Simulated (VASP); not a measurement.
Calculation: SCAN meta-GGA, VASP's PBE PAW potentials (set 64) (plane waves; VASP).

A VASP calculation is set up with these files.

### INCAR
```
SYSTEM = RuAl
ALGO = Normal   ! blocked Davidson
LWAVE = .FALSE.
NELM = 100   ! most electronic steps
LMAXMIX = 4   ! l cut-off of mixed one-centre charges
LASPH = .TRUE.   ! aspherical one-centre terms
ENCUT = 520   ! plane-wave cut-off (eV)
LCHARG = .FALSE.
LREAL = .FALSE.   ! projection in real space or not
LMIXTAU = .TRUE.
METAGGA = SCAN
NEDOS = 601
LORBIT = 11   ! lm-projected
ISIF = 2
ISMEAR = -5
PREC = Accurate
EDIFF = 1E-7
```

### KPOINTS
```
K-points
0
G
 14 14 14
```

File POSCAR:
```
RuAl
1
    2.9666033086     0.0000000000     0.0000000000
    0.0000000000     2.9666033086     0.0000000000
    0.0000000000     0.0000000000     2.9666033086
Al Ru
1 1
Direct
  0.5000000000   0.5000000000   0.5000000000
  0.0000000000   0.0000000000   0.0000000000
```

File KPOINTS_OPT:
```
k-points along high-symmetry lines
10
Line-mode
Reciprocal
  0.000000   0.000000   0.000000 ! GAMMA
  0.000000   0.500000   0.000000 ! X

  0.000000   0.500000   0.000000 ! X
  0.500000   0.500000   0.000000 ! M

  0.500000   0.500000   0.000000 ! M
  0.000000   0.000000   0.000000 ! GAMMA

  0.000000   0.000000   0.000000 ! GAMMA
  0.500000   0.500000   0.500000 ! R

  0.500000   0.500000   0.500000 ! R
  0.000000   0.500000   0.000000 ! X

  0.500000   0.500000   0.500000 ! R
  0.500000   0.500000   0.000000 ! M
```

POTCAR, in this order: Al Ru_pv (PBE.64 set). Program: vasp_std.

Output of the run:

File OSZICAR:
```
       N       E                     dE             d eps       ncg     rms          rms(c)
DAV:   1     0.837991798891E+02    0.83799E+02   -0.97089E+03  2920   0.138E+03
DAV:   2    -0.467730866550E+02   -0.13057E+03   -0.12591E+03  3124   0.361E+02
DAV:   3    -0.491501558899E+02   -0.23771E+01   -0.23201E+01  3380   0.502E+01
DAV:   4    -0.491749100971E+02   -0.24754E-01   -0.24747E-01  3360   0.509E+00
DAV:   5    -0.491755106982E+02   -0.60060E-03   -0.60217E-03  3556   0.690E-01    0.172E+01
DAV:   6    -0.442854333497E+02    0.48901E+01   -0.84355E+00  3024   0.388E+01    0.419E+00
DAV:   7    -0.442474187688E+02    0.38015E-01   -0.10469E+00  3024   0.131E+01    0.218E+00
DAV:   8    -0.442861942234E+02   -0.38775E-01   -0.33602E-01  3084   0.710E+00    0.102E+00
DAV:   9    -0.442981102662E+02   -0.11916E-01   -0.36948E-01  3116   0.652E+00    0.588E-01
DAV:  10    -0.442662552304E+02    0.31855E-01   -0.14235E-01  3104   0.370E+00    0.253E-01
DAV:  11    -0.442641147534E+02    0.21405E-02   -0.65272E-03  3140   0.897E-01    0.130E-01
DAV:  12    -0.442682417227E+02   -0.41270E-02   -0.20029E-02  3168   0.130E+00    0.631E-02
DAV:  13    -0.442666506525E+02    0.15911E-02   -0.16609E-02  2896   0.159E+00    0.404E-02
DAV:  14    -0.442643515443E+02    0.22991E-02   -0.45209E-03  2992   0.883E-01    0.163E-02
DAV:  15    -0.442640968651E+02    0.25468E-03   -0.42324E-03  3320   0.577E-01    0.201E-02
DAV:  16    -0.442643146695E+02   -0.21780E-03   -0.20000E-04  3380   0.141E-01    0.247E-02
DAV:  17    -0.442639366223E+02    0.37805E-03   -0.59916E-04  3240   0.220E-01    0.103E-02
DAV:  18    -0.442638751015E+02    0.61521E-04   -0.21719E-04  3332   0.130E-01    0.274E-03
DAV:  19    -0.442638746108E+02    0.49076E-06   -0.60615E-06  2924   0.392E-02    0.238E-03
DAV:  20    -0.442638742825E+02    0.32831E-06   -0.47055E-06  3068   0.284E-02    0.222E-03
DAV:  21    -0.442638722357E+02    0.20467E-05   -0.55760E-06  3096   0.272E-02    0.808E-04
DAV:  22    -0.442638724534E+02   -0.21765E-06   -0.68516E-07  2964   0.119E-02    0.676E-04
DAV:  23    -0.442638721626E+02    0.29080E-06   -0.11189E-07  2148   0.451E-03    0.720E-04
DAV:  24    -0.442638717270E+02    0.43560E-06   -0.58937E-07  3188   0.789E-03    0.230E-04
DAV:  25    -0.442638714832E+02    0.24376E-06   -0.44811E-08  1500   0.338E-03    0.201E-04
DAV:  26    -0.442638715415E+02   -0.58308E-07   -0.56694E-09  1476   0.881E-04
   1 F= -.44263872E+02 E0= -.44263872E+02  d E =0.000000E+00
       N       E                     dE             ncg
```

**OUTCAR**
```
------------------------ aborting loop because EDIFF is reached ----------------------------------------
  FORCE on cell =-STRESS in cart. coord.  units (eV):
  Direction    XX          YY          ZZ          XY          YZ          ZX
  --------------------------------------------------------------------------------------
  Total        0.0015184      0.0015184      0.0015184      0.0000000     -0.0000000      0.0000000
  in kB        0.0931788      0.0931788      0.0931788      0.0000000     -0.0000000      0.0000000
  external PRESSURE =       0.0931788 kB  Pullay stress =       0.0000000 kB
  volume of cell :       26.11
      direct lattice vectors                 reciprocal lattice vectors
     2.966603309  0.000000000  0.000000000     0.337085851  0.000000000  0.000000000
     0.000000000  2.966603309  0.000000000     0.000000000  0.337085851  0.000000000
     0.000000000  0.000000000  2.966603309     0.000000000  0.000000000  0.337085851
 POSITION                                       TOTAL-FORCE (eV/Angst)
 -----------------------------------------------------------------------------------
      1.48330      1.48330      1.48330         0.000000      0.000000      0.000000
      0.00000      0.00000      0.00000         0.000000      0.000000      0.000000
 -----------------------------------------------------------------------------------
    total drift:                                0.000000      0.000000      0.000000
  FREE ENERGIE OF THE ION-ELECTRON SYSTEM (eV)
  ---------------------------------------------------
  free  energy   TOTEN  =       -44.2638715415 eV

  energy  without entropy=      -44.2638715415  energy(sigma->0) =      -44.26387154

 total charge

# of ion       s       p       d       tot
------------------------------------------
    1        0.391   0.440   0.000   0.831
    2        0.357   6.272   6.202  12.831
--------------------------------------------------
tot          0.748   6.712   6.202  13.662
```
(Selected blocks of OUTCAR.)

For a metal the tetrahedron method with Blöchl corrections gives inexact stress and forces.

The compound is RuAl in the CsCl type structure. It was relaxed first. The electron count is odd and the run is not spin-polarised, which forces a metal.
